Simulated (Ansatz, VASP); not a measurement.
## Cross-check of BaTiO3 between VASP and Ansatz

Aim: how closely do two programs agree when they are given the same cell, functional and k mesh?

Method: plane waves, with VASP 6.6.1 beside it; band structure at r2SCAN-EpsX with an exact-exchange share of 0.162, in Ansatz 0.2.0.

**1. The structure**

The structure is tetragonal, space group P4mm (No. 99). The conventional cell has a = 3.990 Å, b = 3.990 Å, c = 4.023 Å, α = 90.00°, β = 90.00°, γ = 90.00°. Nearest to Ba lie 12 O at 2.80 to 2.87 Å. Nearest to Ti lie 6 O at 1.84 to 2.18 Å. Nearest to O lie 2 Ti at 1.84 to 2.18 Å and 4 Ba at 2.82 Å. Nearest to O lie 2 Ti at 2.00 Å and 4 Ba at 2.80 to 2.87 Å. Farther neighbours and most contacts between anions are not listed.

Structure file:

```cif
data_structure
_symmetry_space_group_name_H-M 'P 1'
_symmetry_Int_Tables_number 1
_cell_length_a 3.9905
_cell_length_b 3.9905
_cell_length_c 4.0230
_cell_angle_alpha 90.000
_cell_angle_beta 90.000
_cell_angle_gamma 90.000
_cell_volume 64.06
loop_
_atom_site_label
_atom_site_type_symbol
_atom_site_fract_x
_atom_site_fract_y
_atom_site_fract_z
_atom_site_occupancy
Ba1 Ba 0.00000 0.00000 0.00000 1
Ti2 Ti 0.50000 0.50000 0.52200 1
O3 O 0.50000 0.50000 0.97900 1
O4 O 0.50000 0.00000 0.48800 1
O5 O 0.00000 0.50000 0.48800 1
```

**2. VASP: band structure, r2SCAN-EpsX with an exact-exchange share of 0.162**

The same path points are solved in both programs, so levels can be compared one by one.

Lines of VASP's logs that name or quote its potential files are left out, and so is its time.

The run reads the wave functions of an earlier VASP run, which isn't shown here.

Contents of INCAR:

```
SYSTEM = BaTiO3
PREC = Accurate
ENCUT = 520
EDIFF = 1E-06
NELM = 100
ISMEAR = 0
SIGMA = 0.02
LREAL = .FALSE.
ALGO = Normal
LHFCALC = .TRUE.
AEXX = 0.162
METAGGA = R2SCAN
LASPH = .TRUE.
NBANDS = 26
PRECFOCK = Fast
HFRCUT = -1
LORBIT = 11
LWAVE = .FALSE.
LCHARG = .FALSE.
KPAR = 8
```

Contents of POSCAR:

```
BaTiO3
1.0
    3.9904800000      0.0000000000      0.0000000000
    0.0000000000      3.9904800000      0.0000000000
    0.0000000000      0.0000000000      4.0230300000
Ba Ti O
1 1 3
Direct
    0.0000000000      0.0000000000      0.0000000000
    0.5000000000      0.5000000000      0.5220000000
    0.5000000000      0.5000000000      0.9790000000
    0.5000000000      0.0000000000      0.4880000000
    0.0000000000      0.5000000000      0.4880000000
```

Contents of KPOINTS:

```
Automatic mesh
0
Gamma
4 4 4
0 0 0
```

Contents of KPOINTS_OPT:

```
Line mode
6
Line-mode
Reciprocal
  0.00000000   0.00000000   0.00000000 GAMMA
  0.00000000   0.50000000   0.00000000 X

  0.00000000   0.50000000   0.00000000 X
  0.50000000   0.50000000   0.00000000 M

  0.50000000   0.50000000   0.00000000 M
  0.00000000   0.00000000   0.00000000 GAMMA

  0.00000000   0.00000000   0.00000000 GAMMA
  0.00000000   0.00000000   0.50000000 Z

  0.00000000   0.00000000   0.50000000 Z
  0.00000000   0.50000000   0.50000000 R

  0.00000000   0.50000000   0.50000000 R
  0.50000000   0.50000000   0.50000000 A

  0.50000000   0.50000000   0.50000000 A
  0.00000000   0.00000000   0.50000000 Z

  0.00000000   0.50000000   0.00000000 X
  0.00000000   0.50000000   0.50000000 R

  0.50000000   0.50000000   0.00000000 M
  0.50000000   0.50000000   0.50000000 A
```

PAW data sets: Ba_sv, Ti_sv and O (PBE family, release 64).

Run with:

```bash
$ mpirun -np 8 vasp_std
```

Numbers of over 12 decimals in the logs are rounded to 6 here.

The program printed:

```text
[banner, memory and clock lines left out]
running    8 mpi-ranks, on    1 nodes
 distrk:  each k-point on    1 cores,    8 groups
 distr:  one band on    1 cores,    1 groups

 POSCAR found type information on POSCAR BaTiO
 POSCAR found :  3 types and       5 ions
|                                                                             |
|           W    W    AA    RRRRR   N    N  II  N    N   GGGG   !!!           |
|           W    W   A  A   R    R  NN   N  II  NN   N  G    G  !!!           |
|           W    W  A    A  R    R  N N  N  II  N N  N  G       !!!           |
|           W WW W  AAAAAA  RRRRR   N  N N  II  N  N N  G  GGG   !            |
|           WW  WW  A    A  R   R   N   NN  II  N   NN  G    G                |
|           W    W  A    A  R    R  N    N  II  N    N   GGGG   !!!           |
|                                                                             |
|     For optimal performance we recommend to set                             |
|       NCORE = 2 up to number-of-cores-per-socket                            |
|     NCORE specifies how many cores store one orbital (NPAR=cpu/NCORE).      |
|     This setting can greatly improve the performance of VASP for DFT.       |
|     The default, NCORE=1 might be grossly inefficient on modern             |
|     multi-core architectures or massively parallel machines. Do your        |
|     Unfortunately you need to use the default for GW and RPA                |
|     calculations (for HF NCORE is supported but not extensively tested      |
|     yet).                                                                   |
|                                                                             |

|                                                                             |
|               ----> ADVICE to this user running VASP <----                  |
|                                                                             |
|     You enforced a specific xc type in the INCAR file but a different       |
|     [... a line on the potential file left out ...]
|     I HOPE YOU KNOW WHAT YOU ARE DOING!                                     |
|                                                                             |

 LDA part: xc-table for (None), standard interpolation
 found WAVECAR, reading the header
 POSCAR, INCAR and KPOINTS ok, starting setup
 FFT: planning ... GRIDC
 FFT: planning ... GRID_SOFT
 FFT: planning ... GRID
 HFRCUT set to (new)   9.928835
 reading WAVECAR
 the WAVECAR file was read successfully
 initial charge from wavefunction
 entering main loop
       N       E                     dE             d eps       ncg     rms          rms(c)
DAV:   1    -0.762224349970E+02   -0.76222E+02   -0.25490E+00  1068   0.143E+01    0.336E+00
DAV:   2    -0.760146174503E+02    0.20782E+00   -0.67178E-01  1122   0.104E+01    0.793E-01
DAV:   3    -0.760411744204E+02   -0.26557E-01   -0.53716E-02  1178   0.178E+00    0.784E-01
DAV:   4    -0.760358621195E+02    0.53123E-02   -0.21292E-02  1200   0.159E+00    0.317E-01
DAV:   5    -0.760360413733E+02   -0.17925E-03   -0.14506E-03  1112   0.323E-01    0.173E-01
DAV:   6    -0.760358731378E+02    0.16824E-03   -0.55199E-04  1372   0.219E-01    0.104E-01
DAV:   7    -0.760358764043E+02   -0.32664E-05   -0.94043E-05  1122   0.105E-01    0.639E-02
DAV:   8    -0.760358771079E+02   -0.70368E-06   -0.26062E-05  1248   0.533E-02    0.382E-02
DAV:   9    -0.760358795340E+02   -0.24260E-05   -0.41849E-06   970   0.198E-02    0.225E-02
DAV:  10    -0.760358816226E+02   -0.20887E-05   -0.18562E-06   608   0.124E-02    0.138E-02
DAV:  11    -0.760358829833E+02   -0.13606E-05   -0.68247E-07   520   0.835E-03    0.866E-03
DAV:  12    -0.760358837821E+02   -0.79887E-06   -0.34327E-07   510   0.557E-03
   1 F= -.76035884E+02 E0= -.76035884E+02  d E =-.970843E-49
 Start KPOINTS_OPT (optional k-point list driver)
k-point batch [1-18\54]
       N       E                     dE             ncg
DAV:   1     0.630210133022E+03   -0.14030E+05      936
DAV:   2    -0.754538993148E+04   -0.81756E+04     1032
DAV:   3    -0.868330595283E+04   -0.11379E+04     1338
DAV:   4    -0.877542029522E+04   -0.92114E+02     1220
DAV:   5    -0.877898260498E+04   -0.35623E+01     1350
DAV:   6    -0.877906281393E+04   -0.80209E-01     1288
DAV:   7    -0.877906419313E+04   -0.13792E-02     1358
DAV:   8    -0.877906421735E+04   -0.24220E-04     1232
DAV:   9    -0.877906421789E+04   -0.54295E-06      798
[...]
k-point batch [37-54\54]
       N       E                     dE             ncg
DAV:   1     0.672527253026E+03   -0.22820E+05      936
DAV:   2    -0.759718329908E+04   -0.82697E+04     1006
DAV:   3    -0.878891490145E+04   -0.11917E+04     1414
DAV:   4    -0.888026794078E+04   -0.91353E+02     1220
DAV:   5    -0.888360227848E+04   -0.33343E+01     1384
DAV:   6    -0.888366705901E+04   -0.64781E-01     1256
DAV:   7    -0.888366812931E+04   -0.10703E-02     1352
DAV:   8    -0.888366814803E+04   -0.18722E-04     1190
DAV:   9    -0.888366814845E+04   -0.41020E-06      828
```

OUTCAR, selected parts (step 2):

```text
ion  position               nearest neighbor table
   1  0.000  0.000  0.000-   4 2.80   5 2.80   5 2.80   4 2.80   3 2.82   3 2.82   3 2.82   3 2.82
                             4 2.87   5 2.87   4 2.87   5 2.87   2 3.41   2 3.41   2 3.41   2 3.41
   2  0.500  0.500  0.522-   3 1.84   4 2.00   5 2.00   4 2.00   5 2.00   3 2.18   1 3.41   1 3.41
                             1 3.41   1 3.41   1 3.52   1 3.52   1 3.52   1 3.52
   3  0.500  0.500  0.979-   2 1.84   2 2.18   1 2.82   1 2.82   1 2.82   1 2.82
   4  0.500  0.000  0.488-   2 2.00   2 2.00   1 2.80   1 2.80   1 2.87   1 2.87
   5  0.000  0.500  0.488-   2 2.00   2 2.00   1 2.80   1 2.80   1 2.87   1 2.87

  LATTYP: Found a simple tetragonal cell.
 ALAT       =     3.9904800000
 C/A-ratio  =     1.0081569135

 Subroutine GETGRP returns: Found  8 space group operations
 (whereof  8 operations were pure point group operations)

The static configuration has the point symmetry C_4v.

 Found     18 irreducible k-points:

   k-points           NKPTS =     18   k-points in BZ     NKDIM =     64   number of bands    NBANDS=     26

   dimension x,y,z NGX =    30 NGY =   30 NGZ =   30
   dimension x,y,z NGXF=    60 NGYF=   60 NGZF=   60

   ENCUT  =  520.0 eV  38.22 Ry    6.18 a.u.   7.42  7.42  7.48*2*pi/ulx,y,z

   NELECT =      40.0000    total number of electrons

 k-points in reciprocal lattice and weights: Automatic mesh
   0.00000000  0.00000000  0.00000000       0.016
   0.25000000  0.00000000  0.00000000       0.062
   0.50000000  0.00000000  0.00000000       0.031
   0.25000000  0.25000000  0.00000000       0.062
   0.50000000  0.25000000  0.00000000       0.062
   0.50000000  0.50000000  0.00000000       0.016
   0.00000000  0.00000000  0.25000000       0.031
   0.25000000  0.00000000  0.25000000       0.125
   0.50000000  0.00000000  0.25000000       0.062
[...]
0.50000000  0.25000000  0.50000000       0.062
   0.50000000  0.50000000  0.50000000       0.016

  exchange ACFDT corr.  =         0.00000000  see jH, gK, PRB 81, 115126

 average (electrostatic) potential at core
       1 -34.4373       2 -77.2229       3 -68.3865       4 -68.1047       5 -68.1047

 E-fermi :   2.9731

 k-point     1 :       0.0000    0.0000    0.0000
  band No.  band energies     occupation
    ...
     16       1.2774      2.00000
     17       1.5067      2.00000
     18       2.2879      2.00000
     19       2.4032      2.00000
     20       2.4032      2.00000
     21       6.3044      0.00000
     22       6.6558      0.00000
     23       6.6558      0.00000
     24       8.4402      0.00000
     25       8.6564      0.00000
    ...

 k-point     2 :       0.2500    0.0000    0.0000
  band No.  band energies     occupation
    ...
     16       0.9518      2.00000
     17       1.1666      2.00000
     18       1.4340      2.00000
     19       1.9445      2.00000
     20       2.0480      2.00000
     21       6.7180      0.00000
     22       7.2967      0.00000
     23       7.3158      0.00000
     24       8.5984      0.00000
     25       9.7676      0.00000
    ...

 k-point     3 :       0.5000    0.0000    0.0000
  band No.  band energies     occupation
    ...
     16       0.7163      2.00000
     17       0.8483      2.00000
     18       1.0193      2.00000
     19       1.5682      2.00000
     20       1.7008      2.00000
     21       6.8018      0.00000
     22       8.1387      0.00000
     23       8.1910      0.00000
     24       8.5727      0.00000
     25      10.4765      0.00000
    ...

  energy-cutoff  :      520.00
  volume of cell :       64.06
      direct lattice vectors                 reciprocal lattice vectors
     3.990480000  0.000000000  0.000000000     0.250596419  0.000000000  0.000000000
     0.000000000  3.990480000  0.000000000     0.000000000  0.250596419  0.000000000
     0.000000000  0.000000000  4.023030000     0.000000000  0.000000000  0.248568865

 POSITION                                       TOTAL-FORCE (eV/Angst)
 -----------------------------------------------------------------------------------
      0.00000      0.00000      0.00000         0.000000     -0.000000      0.145299
      1.99524      1.99524      2.10002        -0.000000      0.000000     -0.095198
      1.99524      1.99524      3.93855         0.000000     -0.000000     -0.185545
      1.99524      0.00000      1.96324         0.000000     -0.000000      0.067722
      0.00000      1.99524      1.96324         0.000000     -0.000000      0.067722
 -----------------------------------------------------------------------------------
    total drift:                               -0.000009      0.000000      0.017079

  FREE ENERGIE OF THE ION-ELECTRON SYSTEM (eV)
  ---------------------------------------------------
  free  energy   TOTEN  =       -76.0358837821 eV

  energy  without entropy=      -76.0358837821  energy(sigma->0) =      -76.03588378

 total charge
# of ion       s       p       d       tot
------------------------------------------
    1        2.014   5.667   0.288   7.969
    2        2.216   6.286   1.605  10.107
    3        1.574   3.522   0.000   5.096
    4        1.568   3.520   0.000   5.088
    5        1.568   3.520   0.000   5.088
--------------------------------------------------
tot          8.939  22.516   1.893  33.348

[... 3 further parts left out ...]
```

This run has no spin polarisation, so a moment on Ti, if there is one, isn't seen. Harder data sets than Ba_sv exist (the GW ones), and pressures, volumes and forces can shift noticeably with them.

(Continued in part 2 of 2.)

[Lines on the potential files, build, host, timing and source positions are cut from VASP's logs without a mark.]

[Logs are printed without paths, hosts, clocks, repeated set-up lines and the standing remarks that a program may print on its own settings, such as how far it seeks lower states.]

[Hosts, paths, dates, database ids (printed as entryN), source tags and the programs' standing remarks are cut or masked in the printed files.]
